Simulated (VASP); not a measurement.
An input for Ansatz (written as the equivalent of a VASP run, and not itself run):

Ansatz 0.2 input:
```yaml
crystal:
  lattice:
    - [4.2214700, 0.0000000, 0.0000000]
    - [-2.1107350, 3.6559000, 0.0000000]
    - [0.0000000, 0.0000000, 6.8167200]
  atoms:
    - { symbol: Mg, position: [0.6666670, 0.3333330, 0.4983100] }
    - { symbol: Mg, position: [0.3333330, 0.6666670, 0.9983100] }
    - { symbol: Se, position: [0.6666670, 0.3333330, 0.8766900] }
    - { symbol: Se, position: [0.3333330, 0.6666670, 0.3766900] }
kpoints:
  mp_grid: { grid: [5, 5, 3] }
hamiltonian:
  xc: pbesol
  pseudopotentials: { kind: paw }
scf:
  occupations: { method: gaussian, width: 0.01 }
  max_iter: 100
output: { forces: true, stress: true, eigenvalues: true }
```

Question: Write the VASP files for the same calculation (PBEsol).

Answer: Several could match; the one computed here: 
POSCAR:
```
MgSe
1
    4.2214700000     0.0000000000     0.0000000000
   -2.1107350000     3.6559000000     0.0000000000
    0.0000000000     0.0000000000     6.8167200000
Mg Se
2 2
Direct
  0.6666670000   0.3333330000   0.4983100000
  0.3333330000   0.6666670000   0.9983100000
  0.6666670000   0.3333330000   0.8766900000
  0.3333330000   0.6666670000   0.3766900000
```

**KPOINTS**
```
Automatic mesh
0
Gamma
5 5 3
0 0 0
```

**INCAR**
```
! general
SYSTEM  = MgSe
PREC    = Accurate
ENCUT   = 300   ! plane-wave cut-off (eV)
LREAL   = .FALSE.
LASPH   = .TRUE.   ! aspherical one-centre terms

! electronic loop
EDIFF   = 1E-6
NELM    = 100
ALGO    = Normal
LMAXMIX = 4

! smearing
ISMEAR  = 0   ! Gaussian
SIGMA   = 0.01   ! width (eV)

! functional
GGA     = PS   ! PBEsol

! ions
ISIF    = 2

! output
LWAVE   = .FALSE.
LCHARG  = .FALSE.
```

POTCAR, in this order: Mg Se (PBE.64 set). Program: vasp_std.

What does not carry over: each code has its own PAW files, so the cut-off isn't converted (ENCUT is set for VASP's; basis.ecutwfc is left out, and Ansatz then takes the one that its files recommend); Ansatz stops its SCF on the density residual and VASP on the energy change (EDIFF).

The structure comes from a computed database's MgSe entry (P6_3mc); how it stands against other phases isn't given here. The cell was not relaxed at this level. The run is one of a series of settings (GGA = PS, POTCAR Mg Se (PBE.64 set) against the base run), some of them coarse on purpose.
